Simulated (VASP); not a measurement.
Here is the system:

```yaml
crystal:
  lattice:
    - [3.85680, 0.00000, 0.00000]
    - [0.00000, 3.93396, 0.00000]
    - [0.00000, 0.00000, 6.76373]
  atoms:
    - { symbol: Er, position: [0.00000, 0.50000, 0.00254] }
    - { symbol: Er, position: [0.50000, 0.50000, 0.49536] }
    - { symbol: Si, position: [0.50000, 0.00000, 0.81371] }
    - { symbol: Si, position: [0.50000, 0.00000, 0.15577] }
    - { symbol: Si, position: [0.00000, 0.00000, 0.36063] }
```

Method: r2SCAN meta-GGA, VASP's PBE PAW potentials (set 64) (plane waves; VASP). Numerical set-up: 400 eV cut-off, 7×7×4 Γ-centred mesh, first-order Methfessel-Paxton smearing of 0.10 eV, potentials Er_3 Si.

The 4f electrons are frozen in the core of the lanthanide potential, so 4f levels, which can set the real gap, and their magnetism are missing.

Estimate the energy per atom (σ→0), band gap (on the k-mesh) with the smallest direct gap where there is one.

```yaml
band gap (on the k-mesh): none (metal, semimetal or under 0.01 eV)
energy per atom (σ→0): -19.482 eV/atom
```

The absolute energy has meaning only against runs of the same code, potentials and settings.

The structure comes from a computed database's Er2Si3 entry (Pmm2); how it stands against other phases isn't given here. It was relaxed first. The start is the result of an earlier pass.
